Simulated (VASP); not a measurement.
These are PBEsol GGA, VASP's PBE PAW potentials (set 64) (plane waves; VASP) values and carry that method's errors.

The input files of a VASP run:

### INCAR
```
SYSTEM  =  NbV3N4
PREC  =  Accurate; ENCUT  =  520; LREAL  =  .False.
LASPH  =  .True.
EDIFF  =  1E-6; NELM  =  100; ALGO  =  Normal
LMAXMIX  =  4
ISMEAR  =  1; SIGMA  =  0.1
GGA  =  PS
IBRION  =  2; NSW  =  60; ISIF  =  3
EDIFFG  =  -0.01
LWAVE  =  .False.; LCHARG  =  .False.
```

### KPOINTS
```
Automatic mesh
0
Gamma
8 8 8
0 0 0
```

### POSCAR
```
NbV3N4
1
    4.2025000000     0.0000000000     0.0000000000
    0.0000000000     4.2025000000     0.0000000000
    0.0000000000     0.0000000000     4.2025000000
V N Nb
3 4 1
Direct
  0.0000000000   0.0000000000   0.0000000000
  0.5000000000   0.5000000000   0.0000000000
  0.5000000000   0.0000000000   0.5000000000
  0.5000000000   0.5000000000   0.5000000000
  0.0000000000   0.0000000000   0.5000000000
  0.0000000000   0.5000000000   0.0000000000
  0.5000000000   0.0000000000   0.0000000000
  0.0000000000   0.5000000000   0.5000000000
```

POTCAR, in this order: V_sv N Nb_sv (PBE.64 set). Program: vasp_std.

The run wrote:

### OSZICAR
```
       N       E                     dE             d eps       ncg     rms          rms(c)
DAV:   1     0.102597646043E+04    0.10260E+04   -0.40189E+04  3010   0.190E+03
DAV:   2     0.358696490746E+02   -0.99011E+03   -0.96885E+03  3021   0.636E+02
DAV:   3    -0.938447087100E+02   -0.12971E+03   -0.12611E+03  4748   0.191E+02
DAV:   4    -0.102138798874E+03   -0.82941E+01   -0.81190E+01  4156   0.459E+01
DAV:   5    -0.102502513448E+03   -0.36371E+00   -0.35944E+00  5172   0.925E+00    0.512E+01
DAV:   6    -0.919516445372E+02    0.10551E+02   -0.27606E+02  3951   0.852E+01    0.279E+01
DAV:   7    -0.841559475137E+02    0.77957E+01   -0.12957E+02  4239   0.636E+01    0.193E+01
DAV:   8    -0.834879640279E+02    0.66798E+00   -0.12008E+01  4077   0.177E+01    0.948E+00
DAV:   9    -0.832709842519E+02    0.21698E+00   -0.32001E+00  4436   0.943E+00    0.195E+00
DAV:  10    -0.832444944088E+02    0.26490E-01   -0.52508E-01  4122   0.446E+00    0.906E-01
DAV:  11    -0.832434384289E+02    0.10560E-02   -0.26796E-02  4489   0.965E-01    0.338E-01
DAV:  12    -0.832426289625E+02    0.80947E-03   -0.11866E-02  4354   0.493E-01    0.804E-02
DAV:  13    -0.832425871563E+02    0.41806E-04   -0.49469E-04  3843   0.145E-01    0.488E-02
DAV:  14    -0.832425649382E+02    0.22218E-04   -0.15836E-04  4458   0.618E-02    0.282E-02
DAV:  15    -0.832425551485E+02    0.97897E-05   -0.69291E-05  4025   0.415E-02    0.786E-03
DAV:  16    -0.832425559085E+02   -0.76002E-06   -0.68315E-06  3137   0.178E-02
   1 F= -.83242556E+02 E0= -.83241388E+02  d E =-.832426E+02
       N       E                     dE             d eps       ncg     rms          rms(c)
DAV:   1    -0.858063702346E+02   -0.25638E+01   -0.71571E+01  3037   0.777E+01    0.204E+01
DAV:   2    -0.840267632709E+02    0.17796E+01   -0.21213E+01  3432   0.349E+01    0.681E+00
DAV:   3    -0.833160370243E+02    0.71073E+00   -0.60577E+00  3820   0.156E+01    0.411E+00
DAV:   4    -0.831564072032E+02    0.15963E+00   -0.13338E+00  3824   0.829E+00    0.191E+00
DAV:   5    -0.831665109487E+02   -0.10104E-01   -0.12703E-01  4192   0.201E+00    0.743E-01
DAV:   6    -0.831675990279E+02   -0.10881E-02   -0.27333E-02  4787   0.882E-01    0.354E-01
DAV:   7    -0.831681955838E+02   -0.59656E-03   -0.43657E-03  4170   0.311E-01    0.141E-01
DAV:   8    -0.831682862461E+02   -0.90662E-04   -0.37654E-04  4386   0.113E-01    0.481E-02
DAV:   9    -0.831682814543E+02    0.47917E-05   -0.89983E-05  4082   0.468E-02    0.107E-02
DAV:  10    -0.831682829722E+02   -0.15179E-05   -0.74927E-06  3820   0.197E-02    0.101E-02
DAV:  11    -0.831682821811E+02    0.79112E-06   -0.17158E-06  2190   0.834E-03
   2 F= -.83168282E+02 E0= -.83167215E+02  d E =0.742737E-01
       N       E                     dE             d eps       ncg     rms          rms(c)
DAV:   1    -0.843689979908E+02   -0.12007E+01   -0.29540E+01  3028   0.511E+01    0.123E+01
DAV:   2    -0.838631129718E+02    0.50589E+00   -0.12297E+01  3647   0.250E+01    0.532E+00
DAV:   3    -0.833450579455E+02    0.51806E+00   -0.42338E+00  3828   0.116E+01    0.278E+00
DAV:   4    -0.832751474286E+02    0.69911E-01   -0.53087E-01  3567   0.470E+00    0.845E-01
DAV:   5    -0.832788768279E+02   -0.37294E-02   -0.67991E-02  4528   0.111E+00    0.480E-01
DAV:   6    -0.832794872898E+02   -0.61046E-03   -0.13014E-02  5147   0.595E-01    0.306E-01
DAV:   7    -0.832798182427E+02   -0.33095E-03   -0.49557E-03  4228   0.326E-01    0.117E-01
DAV:   8    -0.832799257165E+02   -0.10747E-03   -0.98040E-04  4719   0.173E-01    0.304E-02
DAV:   9    -0.832799137164E+02    0.12000E-04   -0.21450E-04  4513   0.719E-02    0.210E-02
DAV:  10    -0.832799136585E+02    0.57891E-07   -0.28640E-05  4041   0.347E-02    0.420E-03
DAV:  11    -0.832799137129E+02   -0.54330E-07   -0.16739E-06  2428   0.863E-03
   3 F= -.83279914E+02 E0= -.83278787E+02  d E =-.373578E-01
```

OUTCAR:
```
------------------------ aborting loop because EDIFF is reached ----------------------------------------
  FORCE on cell =-STRESS in cart. coord.  units (eV):
  Direction    XX          YY          ZZ          XY          YZ          ZX
  --------------------------------------------------------------------------------------
  Total       -0.0282592     -0.0282592     -0.0282592      0.0000000     -0.0000000      0.0000000
  in kB       -0.6236459     -0.6236459     -0.6236459      0.0000000     -0.0000000      0.0000000
  external PRESSURE =      -0.6236459 kB  Pullay stress =       0.0000000 kB
  volume of cell :       72.60
      direct lattice vectors                 reciprocal lattice vectors
     4.171676919  0.000000000  0.000000000     0.239711756 -0.000000000 -0.000000000
     0.000000000  4.171676919  0.000000000    -0.000000000  0.239711756 -0.000000000
     0.000000000  0.000000000  4.171676919    -0.000000000 -0.000000000  0.239711756
 POSITION                                       TOTAL-FORCE (eV/Angst)
 -----------------------------------------------------------------------------------
      0.00000      0.00000      0.00000         0.000000      0.000000      0.000000
      2.08584      2.08584      0.00000         0.000000      0.000000      0.000000
      2.08584      0.00000      2.08584        -0.000000     -0.000000      0.000000
      2.08584      2.08584      2.08584         0.000000     -0.000000      0.000000
      0.00000      0.00000      2.08584         0.000000     -0.000000      0.000000
      0.00000      2.08584      0.00000         0.000000     -0.000000      0.000000
      2.08584      0.00000      0.00000         0.000000     -0.000000      0.000000
      0.00000      2.08584      2.08584         0.000000     -0.000000      0.000000
 -----------------------------------------------------------------------------------
    total drift:                                0.000000     -0.000000     -0.000000
  FREE ENERGIE OF THE ION-ELECTRON SYSTEM (eV)
  ---------------------------------------------------
  free  energy   TOTEN  =       -83.2799137129 eV

  energy  without entropy=      -83.2765322334  energy(sigma->0) =      -83.27878655

 reached required accuracy - stopping structural energy minimisation
```
(Selected blocks of OUTCAR.)

File CONTCAR:
```
NbV3N4
   1.00000000000000
     4.1716769191194478    0.0000000000000000    0.0000000000000000
     0.0000000000000000    4.1716769191194478    0.0000000000000000
     0.0000000000000000    0.0000000000000000    4.1716769191194478
  V               N               Nb
     3     4     1
Direct
     0.0000000000000000    0.0000000000000000    0.0000000000000000
     0.5000000000000000    0.5000000000000000    0.0000000000000000
     0.5000000000000000    0.0000000000000000    0.5000000000000000
     0.5000000000000000    0.5000000000000000    0.5000000000000000
     0.0000000000000000    0.0000000000000000    0.5000000000000000
     0.0000000000000000    0.5000000000000000    0.0000000000000000
     0.5000000000000000    0.0000000000000000    0.0000000000000000
     0.0000000000000000    0.5000000000000000    0.5000000000000000
```

Energy and stress use the plane-wave basis of the starting cell.

The structure was generated: NbV3N4 was put into an ordered model structure (Pm-3m), which need not be its known phase. This run relaxes it. Symmetry was kept, so distortions that lower it aren't found. The run is not spin-polarised, so no magnetic state was tried.
